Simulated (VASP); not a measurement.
# Be2ZnO3 (P1) in VASP: relaxation of cell and atoms with PBE

Aim: the relaxation of cell and atoms of Be2ZnO3 with PBE.

Program: VASP 6.6.1. These are calculated values, not measurements. Logs are shortened: lines on timing, memory, paths and dates and some standing lists are left out, and cuts for length are marked.

## (1) The crystal as given

The typed cell holds 12 atoms: a = 5.060 Å, b = 5.101 Å, c = 4.625 Å, α = 91.68°, β = 89.72°, γ = 60.47°.

The cell was built by a generator and needn't be a form met in nature.

## (2) Relaxation of cell and atoms, PBE

The input, INCAR:

```
SYSTEM = Be2ZnO3
  PREC = Normal
  ENCUT = 520
  EDIFF = 1E-5
  ISMEAR = 0
  SIGMA = 0.05
  LREAL = Auto
  LASPH = .TRUE.
  NELM = 80
  ALGO = Fast
  ISIF = 3
  LWAVE = .FALSE.
  LCHARG = .FALSE.
  GGA = PE
  IBRION = 2
  NSW = 110
  EDIFFG = -0.03
  ISYM = 0
```

The input, KPOINTS:

```
regular mesh
0
G
  4 4 4
  0 0 0
```

The input, POSCAR:

```
Be2ZnO3
1.0
    4.3773875100     -2.5375028900      0.0121662900
    4.4009329100      2.5784733200     -0.0739399400
   -0.0328007500     -0.0795572100      4.6242604700
Be Zn O
4 2 6
Direct
    0.5055597200      0.8546693900      0.5183566800
    0.8385486400      0.5124729700      0.9968009700
    0.1488949500      0.4907263600      0.5006185000
    0.4986580900      0.1765108500      0.0334341400
    0.1929829300      0.8165822900      0.0058342500
    0.8402828900      0.1828837300      0.4958473700
    0.5480098000      0.8526098300      0.8544521200
    0.1626255500      0.4488499300      0.8700837200
    0.7759336400      0.2232623200      0.9267563200
    0.8301343000      0.5592387000      0.3847382300
    0.4635947400      0.1708718300      0.3554929400
    0.2420218600      0.7628047400      0.4339261600
```

Potentials or basis: VASP PAW PBE potentials, release 64 (Be, Zn, O).

Started as:

```
cat potpaw_PBE.64/Be/POTCAR potpaw_PBE.64/Zn/POTCAR potpaw_PBE.64/O/POTCAR > POTCAR
mpirun -np 1 vasp_std > vasp.out
```

OUTCAR:

```text
SYSTEM = Be2ZnO3
   PREC = Normal
   ENCUT = 520
   EDIFF = 1E-5
   ISMEAR = 0
   LREAL = Auto
   LASPH = .TRUE.
   NELM = 80
   ISIF = 3
   GGA = PE
   IBRION = 2
   NSW = 110
   EDIFFG = -0.03
   ISYM = 0

 ion  position               nearest neighbor table
   1  0.506  0.855  0.518-   7 1.57  12 1.66  10 1.69  11 1.72
   2  0.839  0.512  0.997-   8 1.61   9 1.68   7 1.78  10 1.80
   3  0.149  0.491  0.501-  10 1.57  12 1.71   8 1.73  11 1.74   6 2.71
   4  0.499  0.177  0.033-  11 1.50   9 1.61   7 1.73   8 1.77
   5  0.193  0.817  0.006-  12 2.01   7 2.02   8 2.04   9 2.15   6 2.87   6 3.04
   6  0.840  0.183  0.496-  10 1.98   9 2.01  11 2.05  12 2.11   3 2.71   5 2.87   5 3.04
   7  0.548  0.853  0.854-   1 1.57   4 1.73   2 1.78   5 2.02
   8  0.163  0.449  0.870-   2 1.61   3 1.73   4 1.77   5 2.04
   9  0.776  0.223  0.927-   4 1.61   2 1.68   6 2.01   5 2.15
  10  0.830  0.559  0.385-   3 1.57   1 1.69   2 1.80   6 1.98
  11  0.464  0.171  0.355-   4 1.50   1 1.72   3 1.74   6 2.05
  12  0.242  0.763  0.434-   1 1.66   3 1.71   5 2.01   6 2.11

IMPORTANT INFORMATION: All symmetrisations will be switched off!
NOSYMM: (Re-)initialisation of all symmetry stuff for point group C_1.

----------------------------------------------------------------------------------------

                                     Primitive cell

  volume of cell :     103.7997

  direct lattice vectors                    reciprocal lattice vectors
     4.377387510 -2.537502890  0.012166290     0.114813958 -0.196037586 -0.002558294
     4.400932910  2.578473320 -0.073939940     0.113036077  0.195015851  0.004156899
    -0.032800750 -0.079557210  4.624260470     0.001505326  0.003633989  0.216323992

  length of vectors
     5.059702595  5.101196159  4.625061095     0.227199306  0.225445374  0.216359750

  position of ions in fractional coordinates (direct lattice)
     0.505559720  0.854669390  0.518356680
     0.838548640  0.512472970  0.996800970
     0.148894950  0.490726360  0.500618500
     0.498658090  0.176510850  0.033434140
     0.192982930  0.816582290  0.005834250
     0.840282890  0.182883730  0.495847370
     0.548009800  0.852609830  0.854452120
     0.162625550  0.448849930  0.870083720
     0.775933640  0.223262320  0.926756320
     0.830134300  0.559238700  0.384738230
     0.463594740  0.170871830  0.355492940
     0.242021860  0.762804740  0.433926160

  ion indices of the primitive-cell ions
   primitive index   ion index
                 1           1
                 2           2
                 3           3
                 4           4
                 5           5
                 6           6
                 7           7
                 8           8
                 9           9
                10          10
                11          11
                12          12

----------------------------------------------------------------------------------------

 KPOINTS: regular mesh

Automatic generation of k-mesh.
 Grid dimensions read from file:
 generate k-points for:    4    4    4

 Generating k-lattice:

  Cartesian coordinates                     Fractional coordinates (reciprocal lattice)
     0.028703489 -0.049009396 -0.000639574     0.250000000 -0.000000000  0.000000000
     0.028259019  0.048753963  0.001039225    -0.000000000  0.250000000  0.000000000
     0.000376332  0.000908497  0.054080998     0.000000000  0.000000000  0.250000000

  Length of vectors
     0.056799827  0.056361344  0.054089938

  Shift w.r.t. Gamma in fractional coordinates (k-lattice)
     0.000000000  0.000000000  0.000000000

 Subroutine IBZKPT returns following result:
 ===========================================

 Found     36 irreducible k-points:

 Following reciprocal coordinates:
            Coordinates               Weight
  0.000000  0.000000  0.000000      1.000000
  0.250000 -0.000000  0.000000      2.000000
  0.500000 -0.000000  0.000000      1.000000
 -0.000000  0.250000  0.000000      2.000000
  0.250000  0.250000 -0.000000      2.000000
  0.500000  0.250000  0.000000      2.000000
[... 16 lines left out ...]
 -0.000000 -0.250000  0.250000      2.000000
  0.250000 -0.250000  0.250000      2.000000
 [... further k-points ...]
   k-points           NKPTS =     36   k-points in BZ     NKDIM =     36   number of bands    NBANDS=     41
   number of dos      NEDOS =    301   number of ions     NIONS =     12
   total plane-waves  NPLWV =  21952
   dimension x,y,z NGX =    28 NGY =   28 NGZ =   28
   dimension x,y,z NGXF=    56 NGYF=   56 NGZF=   56
   ions per type =               4   2   6
   NGX,Y,Z   is equivalent  to a cutoff of   9.20,  9.13, 10.06 a.u.
   NGXF,Y,Z  is equivalent  to a cutoff of  18.40, 18.25, 20.13 a.u.
 SYSTEM =  Be2ZnO3
   PREC   = normal    normal or accurate (medium, high low for compatibility)
   ISTART =      0    job   : 0-new  1-cont  2-samecut
   ICHARG =      2    charge: 1-file 2-atom 10-const
   ISPIN  =      1    spin polarized calculation?
   LNONCOLLINEAR =      F non collinear calculations
   LSORBIT =      F    spin-orbit coupling
   LASPH  =      T    aspherical Exc in radial PAW
   ENCUT  =  520.0 eV  38.22 Ry    6.18 a.u.   9.41  9.48  8.60*2*pi/ulx,y,z
   NELM   =     80;   NELMIN=  2; NELMDL= -5     # of ELM steps
   EDIFF  = 0.1E-04   stopping-criterion for ELM
   LREAL  =      T    real-space projection
   EDIFFG = -.3E-01   stopping-criterion for IOM
   NSW    =    110    number of steps for IOM
   IBRION =      2    ionic relax: 0-MD 1-quasi-New 2-CG
   NFREE  =      1    steps in history (QN), initial steepest desc. (CG)
   ISIF   =      3    stress and relaxation
   ISYM   =      0    0-nonsym 1-usesym 2-fastsym
   POTIM  = 0.5000    time-step for ionic-motion
   TEBEG  =    0.0;   TEEND  =   0.0 temperature during run
   PSTRESS=    0.0 pullay stress
   NELECT =      68.0000    total number of electrons
   NUPDOWN=      -1.0000    fix difference up-down
   EMIN   =  10.00;   EMAX   =-10.00  energy-range for DOS
   EFERMI =   0.00;   METHOD = LEGACY
   ISMEAR =     0;   SIGMA  =   0.05  broadening in eV -4-tet -1-fermi 0-gaus
   EFERMI_NEDOS =   21; number of points for ismear=-14 and -15
   IALGO  =     68    algorithm
   IMIX   =      4    mixing-type and parameters
     AMIX     =   0.40;   BMIX     =  1.00
     AMIX_MAG =   1.60;   BMIX_MAG =  1.00
  volume/ion in A,a.u.               =       8.65        58.37
  Fermi-wavevector in a.u.,A,eV,Ry     =   1.421824  2.686858 27.505311  2.021583
  Thomas-Fermi vector in A             =   2.542593
   LORBIT       =      0    0 simple, 1 ext, 2 COOP (PROOUT), +10 PAW based schemes
   GGA     = PE    functional components
   LHFCALC =     F    Hartree Fock is set to
   AEXX    =    0.0000 exact exchange contribution
   IVDW    =     0    specifies the selected vdW correction
   LEPSILON=     F    determine dielectric tensor
   LRPA    =     F    only Hartree local field effects (RPA)
 conjugate gradient relaxation of ions
 non-spin polarized calculation
 RMM-DIIS sequential band-by-band and
 Gauss-broadening in eV      SIGMA  =   0.05
  energy-cutoff  :      520.00
  volume of cell :      103.80
 maximum number of plane-waves:      2814
   NGX = 19   NGY = 19   NGZ = 17

--------------------------------------- Ionic step        1  -------------------------------------------

 number of electron      67.9999948 magnetization

 Free energy of the ion-electron system (eV)
  ---------------------------------------------------
  ext. energy  EPLUGINS =         0.00000000
  ---------------------------------------------------
  free energy    TOTEN  =       -73.67627074 eV

  energy without entropy =      -73.67627074  energy(sigma->0) =      -73.67627074

------------------------ aborting loop because EDIFF is reached ----------------------------------------

  FORCE on cell =-STRESS in cart. coord.  units (eV):
  Direction    XX          YY          ZZ          XY          YZ          ZX
  --------------------------------------------------------------------------------------
  -------------------------------------------------------------------------------------
  Total       -1.0355599     -4.5208589      2.2907167     -1.2946995      2.0686882      0.4728411
  in kB      -15.9841620    -69.7807453     35.3578646    -19.9840562     31.9307924      7.2984367
  external PRESSURE =     -16.8023476 kB  Pullay stress =       0.0000000 kB
[... 119 lines left out ...]
  FREE ENERGIE OF THE ION-ELECTRON SYSTEM (eV)
  ---------------------------------------------------
  free  energy   TOTEN  =       -74.3422825031 eV

  energy  without entropy=      -74.3422825031  energy(sigma->0) =      -74.34228250

[... ionic steps 4 to 7 ...]

--------------------------------------- Ionic step        8  -------------------------------------------

 number of electron      68.0000030 magnetization

------------------------ aborting loop because EDIFF is reached ----------------------------------------

  FORCE on cell =-STRESS in cart. coord.  units (eV):
  Direction    XX          YY          ZZ          XY          YZ          ZX
  --------------------------------------------------------------------------------------
  -------------------------------------------------------------------------------------
  Total        0.2415435      0.0858368      0.2766035     -0.0615247     -0.1234613      0.0273881
  in kB        3.8135403      1.3552101      4.3670750     -0.9713656     -1.9492344      0.4324090
  external PRESSURE =       3.1786085 kB  Pullay stress =       0.0000000 kB
[... 77 lines left out ...]
  energy  without entropy=      -74.4613988436  energy(sigma->0) =      -74.46139884

--------------------------------------- Ionic step       10  -------------------------------------------

 number of electron      68.0000034 magnetization

 Free energy of the ion-electron system (eV)
  ---------------------------------------------------
  ext. energy  EPLUGINS =         0.00000000
  ---------------------------------------------------
  free energy    TOTEN  =       -74.46213761 eV

  energy without entropy =      -74.46213761  energy(sigma->0) =      -74.46213761

 E-fermi :   2.5970     XC(G=0): -11.2367

 val. band max:        2.3729085765   @ k =   0.2500   0.2500   0.5000
 cond. band min:       6.0941424682   @ k =   0.0000   0.0000   0.0000
 fundamental gap:      3.7212338916
 Fermi energy:         2.5970351008

 k-point     1 :       0.0000    0.0000    0.0000
  band No.  band energies     occupation
      1     -15.8271      2.00000
      2     -14.4389      2.00000
      3     -14.1952      2.00000
      4     -14.1687      2.00000
      5     -14.1622      2.00000
      6     -14.1422      2.00000
[... 1045 lines left out ...]
     40      11.8059      0.00000
     41      12.9275      0.00000

 [... further k-points ...]

------------------------ aborting loop because EDIFF is reached ----------------------------------------

  FORCE on cell =-STRESS in cart. coord.  units (eV):
  Direction    XX          YY          ZZ          XY          YZ          ZX
  --------------------------------------------------------------------------------------
  -------------------------------------------------------------------------------------
  Total       -0.0806151     -0.0639599     -0.0753714     -0.0185053     -0.0637188      0.0078969
  in kB       -1.2713006     -1.0086478     -1.1886066     -0.2918282     -1.0048461      0.1245346
  external PRESSURE =      -1.1561850 kB  Pullay stress =       0.0000000 kB
[... 27 lines left out ...]
  FREE ENERGIE OF THE ION-ELECTRON SYSTEM (eV)
  ---------------------------------------------------
  free  energy   TOTEN  =       -74.4621376072 eV

  energy  without entropy=      -74.4621376072  energy(sigma->0) =      -74.46213761

 reached required accuracy - stopping structural energy minimisation
```

It took 5 min on 1 thread of Intel Xeon Platinum 8488C (Sapphire Rapids), shared host; peak memory 0.22 GiB.

Results:

- Free energy: -74.4621 eV
- Relaxed volume: 8.47 Å³/atom
- Relaxed cell: a = 5.034 Å, b = 5.037 Å, c = 4.637 Å, α = 89.97°, β = 90.04°, γ = 59.75°
- Space group after relaxing (to 0.05 Å): Cmc2_1 (No. 36)
- Energy gained by relaxing: 65.5 meV/atom
- Ionic steps: 10
- Pressure after relaxing: -0.1 GPa
- Largest force after relaxing: 0.028 eV/Å
- Band gap on the k mesh: 3.72 eV, indirect (least direct gap 3.73 eV)

Forces in eV/Å, atoms in the order of the input:
```
Be  -0.004 -0.002 -0.004
Be   0.013 -0.007  0.010
Be  -0.013  0.009 -0.004
Be   0.005 -0.003  0.009
Zn   0.006  0.002 -0.006
Zn  -0.011  0.021  0.014
O   -0.006 -0.018 -0.006
O    0.010 -0.010 -0.008
O   -0.008  0.000  0.002
O   -0.006 -0.004 -0.009
O    0.006 -0.003  0.007
O    0.007  0.016 -0.004
```

The path:
| step | energy change (eV) | largest force (eV/Å) | pressure (GPa) | volume (Å³) |
| --- | --- | --- | --- | --- |
| 1 | 0.0000 | 2.7065 | -1.68 | 103.80 |
| 2 | -0.6660 | 0.6884 | -1.32 | 102.41 |
| 3 | -0.6660 | 0.6926 | -1.12 | 102.41 |
| 4 | -0.7574 | 0.3613 | 0.39 | 101.39 |
| 5 | -0.7636 | 0.2877 | 1.17 | 101.05 |
| 6 | -0.7824 | 0.1022 | -0.31 | 101.83 |
| 7 | -0.7824 | 0.1007 | -0.62 | 101.86 |
| 8 | -0.7851 | 0.0509 | 0.32 | 101.48 |
| 9 | -0.7851 | 0.0503 | 0.20 | 101.47 |
| 10 | -0.7859 | 0.0277 | -0.12 | 101.60 |

Final structure:
```
Be Zn O
1.0
     4.36574   -2.50726   -0.00148
     4.36743    2.50989    0.00076
     0.00003    0.00363    4.63745
Be Zn O
4 2 6
Direct
  0.51808 0.83814 0.50907
  0.83716 0.51840 0.00876
  0.17062 0.49016 0.50909
  0.48966 0.17065 0.00882
  0.18366 0.82406 0.99961
  0.82509 0.18391 0.49885
  0.55230 0.84073 0.86872
  0.16748 0.45553 0.86864
  0.78687 0.22128 0.93366
  0.83991 0.55348 0.36859
  0.45512 0.16832 0.36853
  0.22129 0.78683 0.43401
```
